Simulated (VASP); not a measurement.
# BaTiO3: the band gap up a ladder of functionals, part 5 of 7

Aim: the band gap of BaTiO3 at many levels of theory on one cell, with the cost of each. The start is a cell from a database of measured crystal structures.

VASP 6.6.1, plane waves and PAW; the level of theory is named at each step.

So far, least gap on mesh and path (eV): step 2 (bands, level LDA, k 4×4×4) 1.63; step 5 (bands, level r2SCAN, k 4×4×4) 2.11; step 7 (bands, level AM05, k 4×4×4) 1.67; step 9 (bands, level HSE06, k 4×4×4) 3.14; step 10 (bands, level HSEsol, k 4×4×4) 3.09.

## Step 11: Dielectric constant for the exchange share

This step: PBE; plane waves and PAW (Ba_sv, Ti_sv, O) (VASP 6.6.1).

The share of exact exchange of the next level is the inverse of the dielectric constant, which this PBE response run supplies.

INCAR reads:

```
SYSTEM = BaTiO3
PREC = Accurate
ENCUT = 520
EDIFF = 1E-08
NELM = 100
ISMEAR = 0
SIGMA = 0.01
LREAL = .FALSE.
ALGO = Normal
GGA = PE
NBANDS = 26
LASPH = .TRUE.
LORBIT = 11
LWAVE = .FALSE.
LCHARG = .FALSE.
KPAR = 8
LEPSILON = .TRUE.
```

POSCAR reads:

```
BaTiO3
1.0
    4.0060000000      0.0000000000      0.0000000000
    0.0000000000      4.0060000000      0.0000000000
    0.0000000000      0.0000000000      4.0060000000
Ba Ti O
1 1 3
Direct
    0.5000000000      0.5000000000      0.5000000000
    0.0000000000      0.0000000000      0.0000000000
    0.5000000000      0.0000000000      0.0000000000
    0.0000000000      0.5000000000      0.0000000000
    0.0000000000      0.0000000000      0.5000000000
```

KPOINTS reads:

```
Automatic mesh
0
Gamma
10 10 10
0 0 0
```

Potentials, in the order of the species: Ba_sv, Ti_sv and O (PBE family, release 64).

Run with:

```
$ mpirun -np 8 vasp_std
```

Numbers of over 12 decimals in the logs are rounded to 6 here.

Log:

```text
[... set-up lines as in an earlier step ...]
 entering main loop
       N       E                     dE             d eps       ncg     rms          rms(c)
DAV:   1     0.434933595140E+03    0.43493E+03   -0.20636E+04  2912   0.164E+03
DAV:   2    -0.109395277124E+02   -0.44587E+03   -0.43154E+03  3558   0.441E+02
DAV:   3    -0.490615366009E+02   -0.38122E+02   -0.37727E+02  3368   0.137E+02
DAV:   4    -0.509587559534E+02   -0.18972E+01   -0.18949E+01  4568   0.271E+01
DAV:   5    -0.509940784791E+02   -0.35323E-01   -0.35304E-01  3752   0.345E+00    0.228E+01
DAV:   6    -0.401399407937E+02    0.10854E+02   -0.66554E+01  4296   0.710E+01    0.985E+00
DAV:   7    -0.401230642554E+02    0.16877E-01   -0.10783E+01  3754   0.235E+01    0.642E+00
DAV:   8    -0.399542888019E+02    0.16878E+00   -0.85935E-01  3618   0.835E+00    0.297E+00
DAV:   9    -0.399869731884E+02   -0.32684E-01   -0.28003E-01  4032   0.398E+00    0.127E+00
DAV:  10    -0.399721150801E+02    0.14858E-01   -0.78631E-02  3614   0.302E+00    0.447E-01
DAV:  11    -0.399708420788E+02    0.12730E-02   -0.65439E-03  4334   0.638E-01    0.591E-02
DAV:  12    -0.399709463513E+02   -0.10427E-03   -0.70704E-04  3632   0.191E-01    0.866E-02
DAV:  13    -0.399708423789E+02    0.10397E-03   -0.37181E-04  3534   0.207E-01    0.187E-02
DAV:  14    -0.399708454972E+02   -0.31183E-05   -0.15576E-05  3608   0.383E-02    0.836E-03
DAV:  15    -0.399708447076E+02    0.78962E-06   -0.60686E-06  3994   0.261E-02    0.185E-03
DAV:  16    -0.399708445650E+02    0.14254E-06   -0.64476E-07  3694   0.837E-03    0.127E-03
DAV:  17    -0.399708445945E+02   -0.29472E-07   -0.10105E-07  3664   0.303E-03    0.294E-04
DAV:  18    -0.399708445954E+02   -0.92359E-09   -0.50707E-09  1954   0.655E-04
   1 F= -.39970845E+02 E0= -.39970845E+02  d E =-.153373E-29
 Linear response reoptimize wavefunctions to high precision
DAV:   1    -0.399708445944E+02    0.10391E-08   -0.17943E-09  2230   0.338E-04
DAV:   2    -0.399708445945E+02   -0.73669E-10   -0.27297E-10  1808   0.135E-04
 Linear response G [H, r] |phi>, progress :
  Direction:   1
       N       E                     dE             d eps       ncg     rms
RMM:   1    -0.134371849882E+03   -0.13437E+03   -0.22683E+03  4504   0.662E+02
RMM:   2    -0.138385842723E+03   -0.40140E+01   -0.88366E+01  5235   0.512E+01
RMM:   3    -0.140887850116E+03   -0.25020E+01   -0.21960E+01  6539   0.157E+01
RMM:   4    -0.141460663354E+03   -0.57281E+00   -0.55519E+00  7045   0.657E+00
RMM:   5    -0.141640834271E+03   -0.18017E+00   -0.18410E+00  7170   0.335E+00
RMM:   6    -0.141721619146E+03   -0.80785E-01   -0.93264E-01  7233   0.192E+00
RMM:   7    -0.141754959781E+03   -0.33341E-01   -0.37959E-01  7249   0.118E+00
RMM:   8    -0.141767866964E+03   -0.12907E-01   -0.21622E-01  7249   0.770E-01
RMM:   9    -0.141778552369E+03   -0.10685E-01   -0.11862E-01  7131   0.511E-01
RMM:  10    -0.141784331067E+03   -0.57787E-02   -0.65730E-02  7002   0.365E-01
RMM:  11    -0.141788745788E+03   -0.44147E-02   -0.45470E-02  6807   0.259E-01
RMM:  12    -0.141790688530E+03   -0.19427E-02   -0.29779E-02  6749   0.197E-01
RMM:  13    -0.141792243487E+03   -0.15550E-02   -0.20774E-02  6699   0.152E-01
RMM:  14    -0.141792895747E+03   -0.65226E-03   -0.11369E-02  6670   0.119E-01
RMM:  15    -0.141793447160E+03   -0.55141E-03   -0.44491E-03  6624   0.976E-02
RMM:  16    -0.141793751962E+03   -0.30480E-03   -0.31596E-03  6579   0.805E-02
RMM:  17    -0.141793961736E+03   -0.20977E-03   -0.45282E-03  6515   0.695E-02
RMM:  18    -0.141794080785E+03   -0.11905E-03   -0.23474E-03  6486   0.609E-02
RMM:  19    -0.141794192625E+03   -0.11184E-03   -0.17547E-03  6439   0.549E-02
RMM:  20    -0.141794260044E+03   -0.67419E-04   -0.22632E-03  6375   0.497E-02
RMM:  21    -0.141794318380E+03   -0.58336E-04   -0.10528E-03  6378   0.458E-02
RMM:  22    -0.141794372143E+03   -0.53764E-04   -0.17971E-03  6365   0.424E-02
RMM:  23    -0.141794398860E+03   -0.26716E-04   -0.13292E-03  6372   0.399E-02
RMM:  24    -0.141794424461E+03   -0.25601E-04   -0.12706E-03  6313   0.375E-02
RMM:  25    -0.141794445296E+03   -0.20835E-04   -0.10323E-03  6342   0.357E-02
RMM:  26    -0.141794461697E+03   -0.16402E-04   -0.13414E-03  6346   0.341E-02
RMM:  27    -0.141794469369E+03   -0.76717E-05   -0.74191E-04  6337   0.330E-02
RMM:  28    -0.141794478810E+03   -0.94409E-05   -0.96987E-04  6304   0.318E-02
RMM:  29    -0.141794483916E+03   -0.51063E-05   -0.74193E-04  6326   0.309E-02
RMM:  30    -0.141794487761E+03   -0.38446E-05   -0.66143E-04  6321   0.301E-02
 Linear response G [H, r] |phi>, progress :
  Direction:   2
       N       E                     dE             d eps       ncg     rms
RMM:   1    -0.140832487772E+03   -0.14083E+03   -0.19154E+03  4580   0.670E+02
RMM:   2    -0.152519213803E+03   -0.11687E+02   -0.96797E+01  5359   0.535E+01
RMM:   3    -0.156263098675E+03   -0.37439E+01   -0.31244E+01  6854   0.179E+01
RMM:   4    -0.156936691709E+03   -0.67359E+00   -0.73183E+00  7271   0.779E+00
RMM:   5    -0.157149425057E+03   -0.21273E+00   -0.26690E+00  7375   0.412E+00
RMM:   6    -0.157265921647E+03   -0.11650E+00   -0.13468E+00  7412   0.236E+00
RMM:   7    -0.157305189136E+03   -0.39267E-01   -0.51702E-01  7464   0.144E+00
RMM:   8    -0.157324896805E+03   -0.19708E-01   -0.30129E-01  7410   0.903E-01
RMM:   9    -0.157339012235E+03   -0.14115E-01   -0.10452E-01  7362   0.602E-01
RMM:  10    -0.157346495355E+03   -0.74831E-02   -0.31361E-02  7212   0.420E-01
RMM:  11    -0.157352834950E+03   -0.63396E-02   -0.34550E-02  7049   0.298E-01
RMM:  12    -0.157354978397E+03   -0.21434E-02   -0.59986E-03  7002   0.218E-01
RMM:  13    -0.157357000543E+03   -0.20221E-02   -0.57711E-03  6948   0.158E-01
RMM:  14    -0.157357432938E+03   -0.43239E-03   -0.12168E-03  6888   0.121E-01
RMM:  15    -0.157357410090E+03    0.22848E-04    0.10601E-02  6874   0.962E-02
RMM:  16    -0.157358030103E+03   -0.62001E-03   -0.68189E-03  6843   0.784E-02
RMM:  17    -0.157358182748E+03   -0.15264E-03    0.25354E-03  6777   0.662E-02
RMM:  18    -0.157358402928E+03   -0.22018E-03   -0.12313E-02  6726   0.576E-02
RMM:  19    -0.157358380543E+03    0.22385E-04    0.32137E-03  6655   0.517E-02
RMM:  20    -0.157358420336E+03   -0.39793E-04   -0.13020E-02  6605   0.472E-02
RMM:  21    -0.157358373368E+03    0.46969E-04    0.29091E-03  6586   0.442E-02
RMM:  22    -0.157358465243E+03   -0.91875E-04   -0.14959E-02  6581   0.418E-02
RMM:  23    -0.157358396845E+03    0.68398E-04    0.16697E-03  6571   0.400E-02
RMM:  24    -0.157358429543E+03   -0.32698E-04   -0.12589E-02  6520   0.385E-02
RMM:  25    -0.157358394322E+03    0.35222E-04    0.13969E-03  6533   0.374E-02
[...]
RMM:   5    -0.145768884762E+01   -0.89491E-03   -0.85067E-03  6897   0.182E-01
RMM:   6    -0.145795601628E+01   -0.26717E-03   -0.34413E-03  6797   0.984E-02
RMM:   7    -0.145808099357E+01   -0.12498E-03   -0.16285E-03  6557   0.580E-02
RMM:   8    -0.145818210486E+01   -0.10111E-03   -0.63324E-04  6269   0.349E-02
RMM:   9    -0.145823968348E+01   -0.57579E-04   -0.70928E-04  6021   0.221E-02
RMM:  10    -0.145827395392E+01   -0.34270E-04   -0.33072E-04  5875   0.145E-02
RMM:  11    -0.145829249605E+01   -0.18542E-04   -0.47072E-04  5732   0.999E-03
RMM:  12    -0.145830292614E+01   -0.10430E-04   -0.21656E-04  5537   0.733E-03
RMM:  13    -0.145831024591E+01   -0.73198E-05   -0.19410E-04  5363   0.566E-03
RMM:  14    -0.145831451567E+01   -0.42698E-05   -0.14622E-04  5274   0.455E-03
RMM:  15    -0.145831805313E+01   -0.35375E-05   -0.10261E-04  5167   0.382E-03
RMM:  16    -0.145831961308E+01   -0.15600E-05   -0.61193E-05  5007   0.331E-03
RMM:  17    -0.145832056872E+01   -0.95564E-06   -0.37216E-05  4812   0.298E-03
RMM:  18    -0.145832104805E+01   -0.47933E-06   -0.26481E-05  4661   0.277E-03
RMM:  19    -0.145832136382E+01   -0.31577E-06   -0.18480E-05  4517   0.264E-03
RMM:  20    -0.145832154540E+01   -0.18157E-06   -0.17636E-05  4369   0.256E-03
RMM:  21    -0.145832163789E+01   -0.92496E-07   -0.13022E-05  4303   0.250E-03
RMM:  22    -0.145832168477E+01   -0.46879E-07   -0.12768E-05  4281   0.246E-03
 change of polarisation eV/A/(eV/A) component  3 :    -0.177    -0.309     2.917
 dielectric tensor                  component  3 :    -0.498    -0.869     9.210
 Linear response to external field, progress :
  Direction:   1
       N       E                     dE             d eps       ncg     rms          rms(c)
RMM:   1    -0.958184347254E+00   -0.95818E+00   -0.37868E+00 11537   0.923E+00
RMM:   2    -0.103340374102E+01   -0.75219E-01   -0.15039E-01 12881   0.187E+00    0.132E+00
RMM:   3    -0.102722604620E+01    0.61777E-02   -0.80780E-02 12930   0.133E+00    0.754E-01
RMM:   4    -0.105971656397E+01   -0.32491E-01   -0.47484E-02 12795   0.115E+00    0.206E-01
RMM:   5    -0.107517892907E+01   -0.15462E-01   -0.18626E-02 14567   0.500E-01    0.550E-02
RMM:   6    -0.107724576280E+01   -0.20668E-02   -0.51704E-03 15038   0.228E-01    0.373E-02
RMM:   7    -0.107822373899E+01   -0.97798E-03   -0.31734E-03 15049   0.116E-01    0.289E-02
RMM:   8    -0.107968509014E+01   -0.14614E-02   -0.11302E-03 13990   0.782E-02    0.797E-03
RMM:   9    -0.107980527304E+01   -0.12018E-03   -0.10041E-03 14917   0.455E-02    0.225E-03
RMM:  10    -0.107984070019E+01   -0.35427E-04   -0.74857E-04 15435   0.282E-02    0.195E-03
RMM:  11    -0.107996055109E+01   -0.11985E-03   -0.58148E-04 14942   0.193E-02    0.113E-03
RMM:  12    -0.108000713106E+01   -0.46580E-04   -0.46278E-04 15366   0.135E-02    0.955E-04
RMM:  13    -0.108009214298E+01   -0.85012E-04   -0.37621E-04 14157   0.104E-02    0.456E-04
RMM:  14    -0.108008786629E+01    0.42767E-05   -0.32042E-04 15180   0.777E-03    0.551E-04
RMM:  15    -0.108010558295E+01   -0.17717E-04   -0.24379E-04 15595   0.594E-03    0.786E-04
RMM:  16    -0.108010845437E+01   -0.28714E-05   -0.19315E-04 14476   0.480E-03    0.129E-03
RMM:  17    -0.108012243320E+01   -0.13979E-04   -0.14504E-04 14138   0.396E-03    0.134E-03
RMM:  18    -0.108012578612E+01   -0.33529E-05   -0.94777E-05 12955   0.335E-03    0.155E-03
RMM:  19    -0.108014087686E+01   -0.15091E-04   -0.68456E-05 13779   0.305E-03    0.140E-03
 change of polarisation eV/A/(eV/A) component  1 :     2.038    -0.304    -0.283
 dielectric tensor                  component  1 :     6.736    -0.857    -0.797
 Linear response to external field, progress :
  Direction:   2
       N       E                     dE             d eps       ncg     rms          rms(c)
RMM:   1    -0.957563981275E+00   -0.95756E+00   -0.37806E+00 11536   0.923E+00
RMM:   2    -0.103339284076E+01   -0.75829E-01   -0.15030E-01 12887   0.187E+00    0.132E+00
RMM:   3    -0.102720817100E+01    0.61847E-02   -0.81102E-02 12919   0.133E+00    0.754E-01
RMM:   4    -0.105968742753E+01   -0.32479E-01   -0.47579E-02 12790   0.115E+00    0.206E-01
RMM:   5    -0.107517056314E+01   -0.15483E-01   -0.18719E-02 14555   0.500E-01    0.546E-02
RMM:   6    -0.107724283651E+01   -0.20723E-02   -0.51758E-03 15053   0.227E-01    0.372E-02
RMM:   7    -0.107822280715E+01   -0.97997E-03   -0.30761E-03 15038   0.115E-01    0.289E-02
RMM:   8    -0.107971375378E+01   -0.14909E-02   -0.96500E-04 13962   0.778E-02    0.797E-03
RMM:   9    -0.107982294524E+01   -0.10919E-03   -0.10237E-03 14911   0.451E-02    0.227E-03
RMM:  10    -0.107985181948E+01   -0.28874E-04   -0.64524E-04 15447   0.280E-02    0.194E-03
RMM:  11    -0.107997247513E+01   -0.12066E-03   -0.47409E-04 14944   0.191E-02    0.111E-03
RMM:  12    -0.108000899371E+01   -0.36519E-04   -0.35975E-04 15510   0.134E-02    0.100E-03
RMM:  13    -0.108009772076E+01   -0.88727E-04   -0.29156E-04 14063   0.104E-02    0.438E-04
RMM:  14    -0.108008887803E+01    0.88427E-05   -0.25028E-04 15195   0.769E-03    0.528E-04
RMM:  15    -0.108010145769E+01   -0.12580E-04   -0.17754E-04 15323   0.593E-03    0.832E-04
RMM:  16    -0.108010445399E+01   -0.29963E-05   -0.16262E-04 14425   0.478E-03    0.119E-03
RMM:  17    -0.108011299292E+01   -0.85389E-05   -0.12039E-04 13558   0.400E-03    0.135E-03
RMM:  18    -0.108011973015E+01   -0.67372E-05   -0.98384E-05 13745   0.343E-03    0.144E-03
RMM:  19    -0.108011646220E+01    0.32679E-05   -0.69283E-05 13425   0.299E-03    0.167E-03
RMM:  20    -0.108010931796E+01    0.71442E-05   -0.52872E-05 13842   0.270E-03    0.188E-03
RMM:  21    -0.108010190993E+01    0.74080E-05   -0.35879E-05 13969   0.253E-03    0.210E-03
RMM:  22    -0.108009412659E+01    0.77833E-05   -0.28061E-05 13962   0.239E-03    0.229E-03
RMM:  23    -0.108010436663E+01   -0.10240E-04   -0.18219E-05 13780   0.234E-03    0.208E-03
 change of polarisation eV/A/(eV/A) component  2 :    -0.304     2.038    -0.283
 dielectric tensor                  component  2 :    -0.856     6.736    -0.798
 Linear response to external field, progress :
  Direction:   3
       N       E                     dE             d eps       ncg     rms          rms(c)
RMM:   1    -0.957551009950E+00   -0.95755E+00   -0.37805E+00 11532   0.922E+00
RMM:   2    -0.103335418508E+01   -0.75803E-01   -0.15049E-01 12867   0.187E+00    0.132E+00
RMM:   3    -0.102718059824E+01    0.61736E-02   -0.81163E-02 12900   0.133E+00    0.754E-01
RMM:   4    -0.105966803222E+01   -0.32487E-01   -0.47723E-02 12777   0.115E+00    0.206E-01
RMM:   5    -0.107514055230E+01   -0.15473E-01   -0.18803E-02 14531   0.499E-01    0.549E-02
RMM:   6    -0.107721495532E+01   -0.20744E-02   -0.52079E-03 15007   0.227E-01    0.373E-02
RMM:   7    -0.107820666571E+01   -0.99171E-03   -0.29378E-03 15006   0.115E-01    0.289E-02
RMM:   8    -0.107967615421E+01   -0.14695E-02   -0.11560E-03 13958   0.779E-02    0.791E-03
RMM:   9    -0.107979021906E+01   -0.11406E-03   -0.73831E-04 14894   0.451E-02    0.221E-03
RMM:  10    -0.107983109522E+01   -0.40876E-04   -0.17081E-04 15407   0.278E-02    0.193E-03
RMM:  11    -0.107995005016E+01   -0.11895E-03   -0.22521E-04 14972   0.191E-02    0.114E-03
RMM:  12    -0.107999968344E+01   -0.49633E-04   -0.13108E-04 15447   0.134E-02    0.951E-04
RMM:  13    -0.108009276280E+01   -0.93079E-04   -0.87177E-05 14076   0.104E-02    0.518E-04
RMM:  14    -0.108008158593E+01    0.11177E-04   -0.94051E-05 15106   0.772E-03    0.629E-04
RMM:  15    -0.108009957588E+01   -0.17990E-04   -0.43058E-05 15522   0.587E-03    0.928E-04
RMM:  16    -0.108010058388E+01   -0.10080E-05   -0.62211E-05 14461   0.467E-03    0.141E-03
RMM:  17    -0.108011426290E+01   -0.13679E-04   -0.19402E-05 14074   0.387E-03    0.146E-03
RMM:  18    -0.108011333990E+01    0.92300E-06   -0.32696E-05 13861   0.327E-03    0.172E-03
RMM:  19    -0.108013333874E+01   -0.19999E-04   -0.63072E-06 13904   0.301E-03    0.145E-03
 change of polarisation eV/A/(eV/A) component  3 :    -0.249    -0.339     2.038
 dielectric tensor                  component  3 :    -0.701    -0.953     6.736
 Born effective charges drift removed
```

Elapsed: 7.9 min, on 8 MPI ranks of AMD EPYC 7R43, shared host; peak memory 4.6 GiB.

OUTCAR, selected parts (step 11):

```text
   k-points           NKPTS =     56   k-points in BZ     NKDIM =     56   number of bands    NBANDS=     26

   NELECT =      40.0000    total number of electrons

  Total        1.3730317      1.3730317      1.3730317      0.0000000      0.0000000      0.0000000
  in kB       34.2182899     34.2182899     34.2182899      0.0000000      0.0000000      0.0000000
  external PRESSURE =      34.2182899 kB  Pullay stress =       0.0000000 kB

 MACROSCOPIC STATIC DIELECTRIC TENSOR (including local field effects in DFT)
 ------------------------------------------------------
           6.736411    -0.000000     0.000000
           0.000000     6.736411    -0.000000
           0.000000     0.000000     6.736411
 ------------------------------------------------------

 PIEZOELECTRIC TENSOR (including local field effects)  for field in x, y, z        (C/m^2)
          XX          YY          ZZ          XY          YZ          ZX
  --------------------------------------------------------------------------------
  x     0.00000     0.00000     0.00000     0.00000     0.00000     0.00000
  y     0.00000     0.00000     0.00000     0.00000     0.00000     0.00000
  z     0.00000     0.00000     0.00000     0.00000     0.00000     0.00000

 BORN EFFECTIVE CHARGES (including local field effects) (in |e|, cummulative output)
 ---------------------------------------------------------------------------------
 ion    1
    1     2.74534    -0.00000     0.00000
    2     0.00000     2.74534    -0.00000
    3     0.00000    -0.00000     2.74534
 ion    2
    1     7.43089     0.00000    -0.00000
    2    -0.00000     7.43089     0.00000
    3    -0.00000    -0.00000     7.43089
 ion    3
    1    -5.89643     0.00000     0.00000
    2     0.00000    -2.13990     0.00000
    3    -0.00000    -0.00000    -2.13990
 ion    4
    1    -2.13990     0.00000     0.00000
    2     0.00000    -5.89643    -0.00000
    3     0.00000     0.00000    -2.13990
 ion    5
    1    -2.13990    -0.00000     0.00000
    2    -0.00000    -2.13990     0.00000
    3    -0.00000     0.00000    -5.89643

[... 7 parts as in an earlier step ...]

[... 4 further parts left out ...]
```

Energies printed during the response cycles are not total energies of the cell. The dielectric response converges more slowly with the mesh than energies do, so tensor and charges may still move on a finer one. At this level the cell is under a pressure of 3.4 GPa, so at these settings it is away from equilibrium.

This step gave:

- irreducible k-points: 56
- Fermi energy: 3.890 eV
- pressure: 3.422 GPa
- gap on the k-mesh: 1.740 eV
- least direct gap on the k-mesh: 1.889 eV

Electronic dielectric tensor with local fields:

```
6.74 0.00 0.00
0.00 6.74 0.00
0.00 0.00 6.74
```

Born effective charge (e), principal values of the symmetric part by kind of site:

```
atom  atoms with these values    low  middle   high   mean
 Ba1                        1   2.75    2.75   2.75   2.75
 Ti2                        1   7.43    7.43   7.43   7.43
  O3                        3  -5.90   -2.14  -2.14  -3.39
```

In full for O3:

```
-5.90  0.00  0.00
 0.00 -2.14  0.00
 0.00  0.00 -2.14
```

The Born charges sum to zero; the printed set may have that rule imposed, so this is no test.

(Part 5 of 7 ends here.)

[Lines on the potential files, build, host, timing and source positions are cut from VASP's logs without a mark.]

[Logs are printed without paths, hosts, clocks, repeated set-up lines and the standing remarks that a program may print on its own settings, such as how far it seeks lower states.]

[Hosts, paths, dates, database ids (printed as entryN), source tags and the programs' standing remarks are cut or masked in the printed files.]

[A measured line is paired with the nearest computed mode of its activity, which favours agreement.]
